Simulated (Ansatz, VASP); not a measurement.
**SbC2: VASP beside Ansatz**

Wanted: the spread between two codes on one cell, functional and k mesh. The cell is invented: As first built, before any earlier steps moved the atoms (in the runner's words): it takes the LuC2 structure with some of its atoms replaced by other elements, volume scaled by an estimate. It may not be a known or stable phase. The cell is taken from a series of VASP runs on this material, whose earlier steps may have relaxed, scaled or displaced it; both programs get it as it stands. Valence electrons are named where the data sets of a main pair hold unlike numbers.

Main program and level: Ansatz 0.2.0; plane waves, with VASP 6.6.1 beside it; zone-centre phonons at r2SCAN.

## 1. Starting point

Symmetry: I4/mmm, No. 139, tetragonal system. The conventional cell has a = 4.159 Å, b = 4.159 Å, c = 6.127 Å, α = 90.00°, β = 90.00°, γ = 90.00°. Nearest to Sb lie 2 C at 2.42 Å. Nearest to C lie 1 C at 1.28 Å and 1 Sb at 2.42 Å. As first built, before any earlier steps moved the atoms (in the runner's words): sites of the LuC2 structure (space group 139) filled with other elements, volume scaled by an estimate. Farther neighbours are not listed.

## 2. VASP: zone-centre phonons, r2SCAN

Second derivatives magnify differences that forces hide, and they need a tight electronic threshold.

Lines of VASP's logs that name or quote its potential files are left out, and so is its time.

The input, INCAR:

```
SYSTEM = SbC2
PREC = Accurate
ENCUT = 520
EDIFF = 1E-08
NELM = 100
ISMEAR = 1
SIGMA = 0.2
LREAL = .FALSE.
ALGO = Normal
METAGGA = R2SCAN
LASPH = .TRUE.
NBANDS = 12
LORBIT = 11
LWAVE = .FALSE.
LCHARG = .FALSE.
IBRION = 6
NFREE = 2
POTIM = 0.015
ISIF = 2
NSW = 1
```

The input, POSCAR:

```
SbC2
1.0
   -2.0794198753      2.0794198753      3.0636647962
    2.0794198753     -2.0794198753      3.0636647962
    2.0794198753      2.0794198753     -3.0636647962
Sb C
1 2
Direct
    0.0000000000      0.0000000000      0.0000000000
    0.6042858710      0.6042858710      0.0000000000
    0.3957141290      0.3957141290      0.0000000000
```

The input, KPOINTS:

```
Automatic mesh
0
Gamma
13 13 13
0 0 0
```

PAW data sets: Sb and C (PBE family, release 64).

Launch:

```sh
$ mpirun -np 1 vasp_std
```

Numbers of over 12 decimals in the logs are rounded to 6 here.

The log of the run:

```text
[banner, memory and clock lines left out]
running    1 mpi-ranks, on    1 nodes
 distrk:  each k-point on    1 cores,    1 groups
 distr:  one band on    1 cores,    1 groups

 POSCAR found type information on POSCAR SbC
 POSCAR found :  2 types and       3 ions
|                                                                             |
|               ----> ADVICE to this user running VASP <----                  |
|                                                                             |
|     You enforced a specific xc type in the INCAR file but a different       |
|     [... a line on the potential file left out ...]
|     I HOPE YOU KNOW WHAT YOU ARE DOING!                                     |
|                                                                             |

 LDA part: xc-table for (None), standard interpolation
 POSCAR, INCAR and KPOINTS ok, starting setup
 FFT: planning ... GRIDC
 FFT: planning ... GRID_SOFT
 FFT: planning ... GRID
 WAVECAR not read
 entering main loop
       N       E                     dE             d eps       ncg     rms          rms(c)
DAV:   1     0.180949491971E+02    0.18095E+02   -0.52077E+03  4720   0.867E+02
DAV:   2    -0.406666926310E+02   -0.58762E+02   -0.55827E+02  6260   0.166E+02
DAV:   3    -0.453189569773E+02   -0.46523E+01   -0.45570E+01  5588   0.486E+01
DAV:   4    -0.453905466061E+02   -0.71590E-01   -0.71428E-01  5252   0.723E+00
DAV:   5    -0.453916665941E+02   -0.11200E-02   -0.11198E-02  5576   0.900E-01    0.816E+00
DAV:   6    -0.399206385672E+02    0.54710E+01   -0.76212E+00  5652   0.175E+01    0.392E+00
DAV:   7    -0.400217109639E+02   -0.10107E+00   -0.71097E-01  5244   0.602E+00    0.227E+00
DAV:   8    -0.400185428361E+02    0.31681E-02   -0.32378E-02  4952   0.151E+00    0.593E-01
DAV:   9    -0.400206831462E+02   -0.21403E-02   -0.84134E-03  5564   0.701E-01    0.119E-01
DAV:  10    -0.400207707636E+02   -0.87617E-04   -0.84851E-04  5156   0.245E-01    0.306E-02
DAV:  11    -0.400207800840E+02   -0.93204E-05   -0.64623E-05  5396   0.626E-02    0.176E-02
DAV:  12    -0.400207808524E+02   -0.76831E-06   -0.14059E-05  5060   0.303E-02    0.448E-03
DAV:  13    -0.400207814690E+02   -0.61667E-06   -0.19907E-06  5252   0.125E-02    0.164E-03
DAV:  14    -0.400207816396E+02   -0.17054E-06   -0.81466E-08  5472   0.249E-03    0.462E-04
DAV:  15    -0.400207817329E+02   -0.93303E-07   -0.60158E-09  2972   0.660E-04    0.128E-04
DAV:  16    -0.400207817343E+02   -0.14409E-08   -0.10303E-09  2600   0.297E-04
   1 F= -.40020782E+02 E0= -.40020791E+02  d E =0.276566E-04
[... from here on, the cycles between the ionic steps are left out ...]
   2 F= -.40020434E+02 E0= -.40020443E+02  d E =0.291515E-04
   3 F= -.40020434E+02 E0= -.40020443E+02  d E =0.291489E-04
   4 F= -.40020815E+02 E0= -.40020828E+02  d E =0.374083E-04
   5 F= -.40020815E+02 E0= -.40020828E+02  d E =0.374095E-04
   6 F= -.40020944E+02 E0= -.40020953E+02  d E =0.269700E-04
   7 F= -.40020944E+02 E0= -.40020953E+02  d E =0.269741E-04
   8 F= -.40012815E+02 E0= -.40012901E+02  d E =0.255247E-03
 Finite differences progress:
  Degree of freedom:   4/  4
  Displacement:        1/  2
  Total:               7/  8
 bond charge predicted
       N       E                     dE             d eps       ncg     rms          rms(c)
DAV:   1    -0.400171027316E+02   -0.42873E-02   -0.22724E+00  4704   0.127E+01    0.563E-01
DAV:   2    -0.400131932895E+02    0.39094E-02   -0.40537E-02  5144   0.151E+00    0.289E-01
DAV:   3    -0.400130364193E+02    0.15687E-03   -0.40551E-03  5500   0.481E-01    0.153E-01
DAV:   4    -0.400130488332E+02   -0.12414E-04   -0.41510E-04  5164   0.155E-01    0.515E-02
DAV:   5    -0.400130569736E+02   -0.81403E-05   -0.99105E-05  5220   0.780E-02    0.131E-02
DAV:   6    -0.400130569236E+02    0.49955E-07   -0.96312E-06  5100   0.262E-02    0.630E-03
DAV:   7    -0.400130563428E+02    0.58085E-06   -0.21874E-06  5380   0.110E-02    0.145E-03
DAV:   8    -0.400130563999E+02   -0.57138E-07   -0.17352E-07  4988   0.351E-03    0.434E-04
DAV:   9    -0.400130563874E+02    0.12466E-07   -0.80611E-09  2608   0.805E-04    0.132E-04
DAV:  10    -0.400130563798E+02    0.76557E-08   -0.21271E-09  2468   0.411E-04
   9 F= -.40013056E+02 E0= -.40012927E+02  d E =-.388119E-03
 Finite differences progress:
  Degree of freedom:   4/  4
  Displacement:        2/  2
  Total:               8/  8
```

From OUTCAR (step 2):

```text
ion  position               nearest neighbor table
   1  0.000  0.000  0.000-   2 2.42   3 2.42
   2  0.604  0.604  0.000-   3 1.28   1 2.42
   3  0.396  0.396  0.000-   2 1.28   1 2.42

  LATTYP: Found a body centered tetragonal cell.
 ALAT       =     4.1588397506
 C/A-ratio  =     1.4733266872

 Subroutine GETGRP returns: Found 16 space group operations
 (whereof 16 operations were pure point group operations)

The static configuration has the point symmetry D_4h.

 Found    196 irreducible k-points:

   k-points           NKPTS =    196   k-points in BZ     NKDIM =    196   number of bands    NBANDS=     12

   dimension x,y,z NGX =    32 NGY =   32 NGZ =   32
   dimension x,y,z NGXF=    64 NGYF=   64 NGZF=   64

   ENCUT  =  520.0 eV  38.22 Ry    6.18 a.u.   7.90  7.90  7.90*2*pi/ulx,y,z

   NELECT =      13.0000    total number of electrons

 k-points in reciprocal lattice and weights: Automatic mesh
   0.00000000  0.00000000  0.00000000       0.000
   0.07692308  0.00000000 -0.00000000       0.004
   0.15384615  0.00000000  0.00000000       0.004
   0.23076923  0.00000000 -0.00000000       0.004
   0.30769231  0.00000000  0.00000000       0.004
   0.38461538  0.00000000 -0.00000000       0.004
   0.46153846  0.00000000 -0.00000000       0.004
   0.07692308  0.07692308 -0.00000000       0.004
   0.15384615  0.07692308  0.00000000       0.007
[...]
-0.46153846  0.46153846  0.46153846       0.002
  -0.46153846 -0.46153846  0.46153846       0.001

 average (electrostatic) potential at core
       1 -93.3149       2 -51.9859       3 -52.0009

 E-fermi :   5.6515

 k-point     1 :       0.0000    0.0000    0.0000
  band No.  band energies     occupation
    ...
      2      -4.5746      2.00000
      3      -1.0549      2.00000
      4       1.5335      2.00000
      5       1.5335      2.00000
      6       4.2216      2.00000
      7       7.2174     -0.00000
      8       7.2174     -0.00000
      9       7.4698     -0.00000
     10       7.4698     -0.00000
     11       7.9408     -0.00000
    ...

 k-point     2 :       0.0769    0.0000   -0.0000
  band No.  band energies     occupation
    ...
      2      -4.6251      2.00000
      3      -1.0333      2.00000
      4       1.5125      2.00000
      5       1.5253      2.00000
      6       4.0378      2.00000
      7       6.8729     -0.00000
      8       6.9679     -0.00000
      9       7.5204     -0.00000
     10       7.7017     -0.00000
     11       8.3094     -0.00000
    ...

 k-point     3 :       0.1538    0.0000    0.0000
  band No.  band energies     occupation
    ...
      2      -4.7664      2.00000
      3      -0.9699      2.00000
      4       1.4328      2.00000
      5       1.5052      2.00000
      6       3.6349      2.00000
      7       6.2811     -0.00008
      8       6.5628     -0.00000
      9       7.5831     -0.00000
     10       8.0905     -0.00000
     11       9.0583     -0.00000
    ...

  Total        0.0781216      0.0781216      1.0705397      0.0000000     -0.0000000      0.0000000
  in kB        2.3620876      2.3620876     32.3688851      0.0000000     -0.0000000      0.0000000
  external PRESSURE =      12.3643534 kB  Pullay stress =       0.0000000 kB

  energy-cutoff  :      520.00
  volume of cell :       52.99
      direct lattice vectors                 reciprocal lattice vectors
    -2.079419875  2.079419875  3.063664796     0.000000000  0.240451679  0.163203233
     2.079419875 -2.079419875  3.063664796     0.240451679  0.000000000  0.163203233
     2.079419875  2.079419875 -3.063664796     0.240451679  0.240451679  0.000000000

 POSITION                                       TOTAL-FORCE (eV/Angst)
 -----------------------------------------------------------------------------------
      0.00000      0.00000      0.00000        -0.000000     -0.000000      0.002440
      0.00000      0.00000      3.68766         0.000000      0.000000      1.073302
      0.00000      0.00000      2.42467         0.000000      0.000000     -1.075742
 -----------------------------------------------------------------------------------
    total drift:                                0.000000      0.000000      0.000039

  FREE ENERGIE OF THE ION-ELECTRON SYSTEM (eV)
  ---------------------------------------------------
  free  energy   TOTEN  =       -40.0130563798 eV

  energy  without entropy=      -40.0126682606  energy(sigma->0) =      -40.01292701

 Eigenvectors and eigenvalues of the dynamical matrix
 ----------------------------------------------------

   1 f  =   53.305433 THz   334.927914 2PiTHz 1778.077858 cm-1   220.453459 meV
             X         Y         Z           dx          dy          dz
      0.000000  0.000000  0.000000    -0.000000    0.000000    0.000000
      0.000000  0.000000  3.702659     0.000000   -0.000000    0.707107
      0.000000  0.000000  2.424671     0.000000   -0.000000   -0.707107

   2 f  =    6.134666 THz    38.545246 2PiTHz  204.630444 cm-1    25.370930 meV
             X         Y         Z           dx          dy          dz
      0.000000  0.000000  0.000000     0.405875    0.000211   -0.000000
      0.000000  0.000000  3.702659    -0.646245   -0.000335   -0.000000
      0.000000  0.000000  2.424671    -0.646245   -0.000335    0.000000

   3 f  =    6.134666 THz    38.545246 2PiTHz  204.630444 cm-1    25.370930 meV
             X         Y         Z           dx          dy          dz
      0.000000  0.000000  0.000000    -0.000211    0.405875    0.000000
      0.000000  0.000000  3.702659     0.000335   -0.646245    0.000000
      0.000000  0.000000  2.424671     0.000335   -0.646245    0.000000

   4 f  =    0.030062 THz     0.188887 2PiTHz    1.002769 cm-1     0.124327 meV
             X         Y         Z           dx          dy          dz
      0.000000  0.000000  0.000000    -0.000000    0.000000   -0.920004
      0.000000  0.000000  3.702659    -0.000000    0.000000   -0.277122
      0.000000  0.000000  2.424671    -0.000000    0.000000   -0.277122

   5 f/i=    0.000471 THz     0.002957 2PiTHz    0.015697 cm-1     0.001946 meV
             X         Y         Z           dx          dy          dz
      0.000000  0.000000  0.000000    -0.892582    0.196375    0.000000
      0.000000  0.000000  3.702659    -0.280294    0.061667    0.000000
      0.000000  0.000000  2.424671    -0.280294    0.061667    0.000000

   6 f/i=    0.000471 THz     0.002957 2PiTHz    0.015697 cm-1     0.001946 meV
             X         Y         Z           dx          dy          dz
      0.000000  0.000000  0.000000     0.196375    0.892582    0.000000
      0.000000  0.000000  3.702659     0.061667    0.280294    0.000000
      0.000000  0.000000  2.424671     0.061667    0.280294    0.000000

   7 f/i=    1.963853 THz    12.339251 2PiTHz   65.507076 cm-1     8.121839 meV
             X         Y         Z           dx          dy          dz
      0.000000  0.000000  0.000000     0.000000    0.000000   -0.391910
      0.000000  0.000000  3.702659     0.000000    0.000000    0.650541
      0.000000  0.000000  2.424671     0.000000    0.000000    0.650541

   8 f/i=    9.484769 THz    59.594561 2PiTHz  316.377835 cm-1    39.225835 meV
             X         Y         Z           dx          dy          dz
      0.000000  0.000000  0.000000     0.000000   -0.000000   -0.000000
      0.000000  0.000000  3.702659     0.707107   -0.000157   -0.000000
      0.000000  0.000000  2.424671    -0.707107    0.000157   -0.000000

   9 f/i=    9.484769 THz    59.594561 2PiTHz  316.377835 cm-1    39.225835 meV
             X         Y         Z           dx          dy          dz
      0.000000  0.000000  0.000000     0.000000    0.000000    0.000000
      0.000000  0.000000  3.702659    -0.000157   -0.707107    0.000000
      0.000000  0.000000  2.424671     0.000157    0.707107    0.000000

 ELASTIC MODULI CONTR FROM IONIC RELAXATION (kBar)
 Direction    XX          YY          ZZ          XY          YZ          ZX
 --------------------------------------------------------------------------------
 XX          -0.3662     -0.3662    -29.8916      0.0000      0.0000      0.0000
 YY          -0.3662     -0.3662    -29.8916      0.0000      0.0000      0.0000
 ZZ         -29.8916    -29.8916  -2440.2372      0.0000      0.0000      0.0000
 XY           0.0000      0.0000      0.0000      0.0000      0.0000      0.0000
 YZ           0.0000      0.0000      0.0000      0.0000     -0.0000     -0.0000
 ZX           0.0000      0.0000      0.0000      0.0000      0.0000      0.0000
 --------------------------------------------------------------------------------

 total charge
# of ion       s       p       d       tot
------------------------------------------
    1        1.320   0.861   0.049   2.231
    2        0.967   1.502   0.000   2.469
    3        0.967   1.502   0.000   2.469
--------------------------------------------------
tot          3.254   3.865   0.049   7.169

[... 3 further parts left out ...]
```

This run has no spin polarisation. Its electron count is odd, so without a moment it is a metal by construction. The last energy, forces, stress and levels in OUTCAR belong to the last displaced cell, not to the cell of POSCAR. The PAW data sets were made with PBE, which is usual practice but a small mismatch for other functionals.

Levels, forces or a CONTCAR printed for this step are those of its last displaced cell, not of the structure at rest.

(Part 1 of 2 ends here.)

[Lines on the potential files, build, host, timing and source positions are cut from VASP's logs without a mark.]

[Logs are printed without paths, hosts, clocks, repeated set-up lines and the standing remarks that a program may print on its own settings, such as how far it seeks lower states.]

[Hosts, paths, dates, database ids (printed as entryN), source tags and the programs' standing remarks are cut or masked in the printed files.]
